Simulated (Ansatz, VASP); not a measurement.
# YAl2N3: VASP beside Ansatz

INCAR

```
SYSTEM = YAl2N3
PREC = Accurate
ENCUT = 520
EDIFF = 1E-6
ISMEAR = 0
SIGMA = 0.1
LREAL = .FALSE.
LASPH = .TRUE.
NELM = 100
ALGO = Normal
ISIF = 2
LWAVE = .FALSE.
LCHARG = .FALSE.
GGA = PE
NBANDS = 25
```

The input KPOINTS:

```
regular mesh
0
G
  6 6 6
  0 0 0
```

POSCAR

```
YAl2N3
1.0
    2.6174214100      1.5111689600      3.7456416800
   -2.6174214100      1.5111689600      3.7456416800
    0.0000000000     -3.0223379100      3.7456416800
Y Al N
1 2 3
Direct
    0.5000000000      0.5000000000      0.5000000000
    0.8027027100      0.8027027100      0.8027027100
    0.1972972900      0.1972972900      0.1972972900
    0.5000000000      0.5000000000      0.0000000000
    0.0000000000      0.5000000000      0.5000000000
    0.5000000000      0.0000000000      0.5000000000
```

Input for Ansatz:

```yaml
crystal:
  lattice:
    - [2.61742141, 1.51116896, 3.74564168]
    - [-2.61742141, 1.51116896, 3.74564168]
    - [0.0, -3.02233791, 3.74564168]
  atoms:
    - { symbol: "Y", position: [0.5, 0.5, 0.5] }
    - { symbol: Al, position: [0.80270271, 0.80270271, 0.80270271] }
    - { symbol: Al, position: [0.19729729, 0.19729729, 0.19729729] }
    - { symbol: "N", position: [0.5, 0.5, 0.0] }
    - { symbol: "N", position: [0.0, 0.5, 0.5] }
    - { symbol: "N", position: [0.5, 0.0, 0.5] }
basis:
  ecutwfc: 420
kpoints:
  mp_grid: { grid: [6, 6, 6] }
hamiltonian:
  xc: pbe
scf:
  occupations: { method: gaussian, width: 0.1 }
  lower_state_search: "off"
output:
  forces: true
  stress: true
  eigenvalues: true
```

Alike in both runs: task single point; functional PBE; k mesh 6 × 6 × 6; occupations gaussian, width 0.1 eV; no spin polarisation.

|  | VASP | Ansatz |
| --- | --- | --- |
| version | VASP 6.6.1 | Ansatz 0.2.0 |
| potentials or method | VASP PAW PBE potentials, release 64 (Y_sv, Al, N) | scalar-relativistic, plane waves, PAW |
| plane-wave cutoff (eV) | 520 | 420 |
| valence electrons in the cell | 32 | 32 |

|  | VASP | Ansatz | Ansatz less VASP |
| --- | --- | --- | --- |
| gap on the k mesh at the Fermi level (eV) | none | none | - |
| pressure (GPa) | -5.8 | -5.7 | +0.05 |
| largest component of the traceless stress (GPa) | 16.38 | 16.41 | +0.032 |
| rms of the force components (eV/Å) | 1.177 | 1.179 | +0.0024 |

Atom by atom the forces differ by 0.002 eV/Å (rms over components). A gap of «none» marks a metal or a gap that the smearing closes. The functional is the same, so the differences come from potentials, cutoffs and numerics.

Caveats: forces of over 1 eV/Å show positions far from the minimum, so gaps and moduli don't describe the material at rest.
